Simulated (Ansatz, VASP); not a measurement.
# BSbAs2 (CuAu-ordered zincblende type (invented)) in two plane-wave programs, part 2 of 2

One calculation is typed for both programs; each brings its own data sets. How far apart do they land? The cell is generated by rule, not measured, and may not be a known phase. Of the first pair: The two relaxations start from unlike cells of this crystal (the structure described is Ansatz's start), so only their ends are compared.

VASP 6.6.1 and Ansatz 0.2.0.

So far: Set-up; VASP: relaxation of cell and atoms, PBEsol, pair 1; Ansatz: relaxation of cell and atoms, PBEsol, pair 1; Side by side.

### Step 5. Ansatz: relaxation of cell and atoms, PBEsol, pair 2

Level of this step: Ansatz beside VASP: Kohn-Sham DFT, plane waves, PBEsol (Ansatz).

The relaxed volume is the usual yardstick between codes: in a stiff, nearly cubic crystal its relative difference is about their pressure difference at one cell divided by the bulk modulus. Its start cell is another than that of the pair before, and may be another structure of the material.

The cell is taken from a series of runs on this material, whose earlier steps may have relaxed, scaled, displaced or heated it; both programs get it as it stands.

File input.yaml:

```yaml
crystal:
  lattice:
    - [3.1877206122, 0.0, 0.0]
    - [0.0, 3.1877206122, 0.0]
    - [0.0, 0.0, 7.9354181485]
  atoms:
    - { symbol: B, position: [0.0, 0.0, 0.0] }
    - { symbol: Sb, position: [0.5, 0.5, 0.5] }
    - { symbol: As, position: [0.0, 0.5, 0.1555518192] }
    - { symbol: As, position: [0.5, 0.0, 0.8444481808] }
kpoints:
  mp_grid: { grid: [14, 14, 6] }
hamiltonian:
  xc: pbesol
scf:
  occupations: { method: gaussian, width: 0.1 }
output:
  forces: true
  stress: true
  eigenvalues: true
relax:
  adjacent_minimum: "off"
  f_tol: 0.005
  max_steps: 80
  cell: { stress_tol: 0.05 }
```

Launch:

```bash
> ansatz run input.yaml --threads 2 --pin off --max-ram 5120MiB --backend cpu --events-out ev --progress --plain --runs-dir out
```

Numbers of over 12 decimals in the logs are rounded to 6 here.

The program printed:

```text
[...]
Crystal: 4 atoms, lattice volume = 80.636 Å³
Basis set: ecut = 420 eV, 1587 PW (Γ), exchange–correlation on 48×48×108 points (8 copies of the dense FFT grid, shifted against one another)
Bands: 29, of which v1, the nominal top of the filled ones, is band 24 counted from 1 (23 counted from 0)
Symmetry: 8 space group operations
[...]
--- Relaxed structure (6 steps of the walk, 6 accepted, 1 SCFs on fresh bases) ---
[...]
cell:  # Å, volume = 79.7590 Å³
    - [3.217082, 0.0, 0]
    - [0.0, 3.217082, 0.0]
    - [0, 0.0, 7.706470]
  atoms:
    - { symbol: B, position: [0, 0.0, 0] }
    - { symbol: Sb, position: [0.5, 0.5, 0.5] }
    - { symbol: As, position: [0, 0.5, 0.158722] }
    - { symbol: As, position: [0.5, 0.0, 0.841278] }
[key lines of the parts left out:]
SCF converged after 5 iterations
Free energy (F): -16185.778304 eV
Fermi energy:    9.926923 eV
P = ⅓ Tr σ = -0.0005 GPa (-0.005 kbar)
```

### Step 6. VASP: relaxation of cell and atoms, PBEsol, pair 2

The same cell, functional, mesh and smearing now go to VASP, with its own data sets.

File INCAR:

```
SYSTEM = BSbAs2
PREC = Accurate
ENCUT = 500
EDIFF = 1E-07
NELM = 120
ISMEAR = 0
SIGMA = 0.1
LREAL = .FALSE.
ALGO = Normal
GGA = PS
NBANDS = 15
LORBIT = 11
LWAVE = .FALSE.
LCHARG = .FALSE.
ISIF = 3
IBRION = 2
NSW = 80
EDIFFG = -0.005
LASPH = .TRUE.
GGA_COMPAT = .FALSE.
NELMIN = 4
KPAR = 2
```

File POSCAR:

```
BSbAs2
1.0
    3.1877210000      0.0000000000      0.0000000000
    0.0000000000      3.1877210000      0.0000000000
    0.0000000000      0.0000000000      7.9354180000
B Sb As
1 1 2
Direct
    0.0000000000      0.0000000000      0.0000000000
    0.4999998431      0.4999998431      0.5000000000
    0.0000000000      0.4999998431      0.1555518562
    0.4999998431      0.0000000000      0.8444481438
```

File KPOINTS:

```
Automatic mesh
0
Gamma
14 14 6
0 0 0
```

PAW data sets: B, Sb and As (PBE family, release 64).

Launch:

```bash
> mpirun -np 2 vasp_std
```

The program printed:

```text
[banner, memory and clock lines left out]
running    2 mpi-ranks, on    1 nodes
[...]
[... a notice as in an earlier step ...]

 LDA part: xc-table for (Slater+PW92), standard interpolation
 POSCAR, INCAR and KPOINTS ok, starting setup
[...]
entering main loop
       N       E                     dE             d eps       ncg     rms          rms(c)
DAV:   1     0.624546574404E+02    0.62455E+02   -0.68946E+03  4320   0.981E+02
DAV:   2    -0.176269801299E+02   -0.80082E+02   -0.75561E+02  5723   0.152E+02
DAV:   3    -0.222567587741E+02   -0.46298E+01   -0.45797E+01  5727   0.424E+01
DAV:   4    -0.222975159695E+02   -0.40757E-01   -0.40737E-01  5309   0.445E+00
[...]
DAV:  13    -0.207587270337E+02   -0.48850E-07   -0.10348E-06  5426   0.665E-03    0.167E-03
DAV:  14    -0.207587269182E+02    0.11544E-06   -0.13154E-07  3917   0.225E-03    0.385E-04
DAV:  15    -0.207587269448E+02   -0.26542E-07   -0.13517E-08  3238   0.762E-04
   1 F= -.20758727E+02 E0= -.20754650E+02  d E =-.207587E+02
[... from here on, the cycles between the ionic steps are left out ...]
   2 F= -.20769304E+02 E0= -.20764463E+02  d E =-.105771E-01
   3 F= -.20775853E+02 E0= -.20771471E+02  d E =-.171257E-01
   4 F= -.20776981E+02 E0= -.20772129E+02  d E =-.182542E-01
   5 F= -.20777065E+02 E0= -.20772298E+02  d E =-.183376E-01
   6 F= -.20777451E+02 E0= -.20773018E+02  d E =-.386447E-03
   7 F= -.20778467E+02 E0= -.20773885E+02  d E =-.140232E-02
   8 F= -.20778739E+02 E0= -.20774123E+02  d E =-.272569E-03
   9 F= -.20778745E+02 E0= -.20774133E+02  d E =-.278520E-03
[...]
reached required accuracy - stopping structural energy minimisation
```

Parts of OUTCAR (step 6):

```text
  Total       -0.0049072     -0.0049072      0.0065049      0.0000000      0.0000000      0.0000000
  in kB       -0.0982693     -0.0982693      0.1302640      0.0000000      0.0000000      0.0000000
  external PRESSURE =      -0.0220915 kB  Pullay stress =       0.0000000 kB

 POSITION                                       TOTAL-FORCE (eV/Angst)
 -----------------------------------------------------------------------------------
      0.00000      0.00000     -0.00000        -0.000000      0.000000      0.000000
      1.61079      1.61079      3.85442        -0.000000     -0.000000      0.000000
     -0.00000      1.61079      1.22732         0.000000     -0.000000     -0.001706
      1.61079      3.22157      6.48153         0.000000      0.000000      0.001706
 -----------------------------------------------------------------------------------
    total drift:                                0.000161      0.000161      0.000000

  FREE ENERGIE OF THE ION-ELECTRON SYSTEM (eV)
  ---------------------------------------------------
  free  energy   TOTEN  =       -20.7787454176 eV

  energy  without entropy=      -20.7695208822  energy(sigma->0) =      -20.77413315

[... 1 part as in an earlier step ...]

[... 3 further parts left out ...]
[key lines of the parts left out:]
E-fermi :   5.6953
```

### Step 7. Comparison

What differs besides the data sets and the points named for the pairs above, as far as they apply: the data sets hold 48 valence electrons in Ansatz (on its default PAW (the set named soft_2) files) and 18 in VASP. Total energies have different zeros and are not compared.

The two programs side by side:

| quantity | Ansatz | VASP | difference |
| --- | --- | --- | --- |
| volume (Å³) | 79.76 | 80.01 | -0.31 % |
| edge a after relaxation, in the typed setting (Å) | 3.217 | 3.222 | -0.14 % |
| edge c after relaxation, in the typed setting (Å) | 7.707 | 7.709 | -0.03 % |

### Step 8. Results

```json
{"difference in edge c after relaxation, in the typed setting (relaxation of cell and atoms, PBEsol, pair 1)": "0.34 %", "difference in volume (relaxation of cell and atoms, PBEsol, pair 2)": "-0.31 %"}
```

**Reading.** The difference in edge c after relaxation, in the typed setting is 0.34 % (relaxation of cell and atoms, PBEsol, pair 1), within the 1.2 % picked in this series as the mark of a large difference, as far as the stopping tolerances let one tell. The data sets hold unlike numbers of valence electrons (48 in Ansatz and 18 in VASP), so part of the differences comes from the potentials. Such differences can come from data sets, numerical settings and the points named under the comparisons, not from the functional's error against experiment.

[Lines on the potential files, build, host, timing and source positions are cut from VASP's logs without a mark.]

[Logs are printed without paths, hosts, clocks, repeated set-up lines and the standing remarks that a program may print on its own settings, such as how far it seeks lower states.]

[Hosts, paths, dates, database ids (printed as entryN), source tags and the programs' standing remarks are cut or masked in the printed files.]
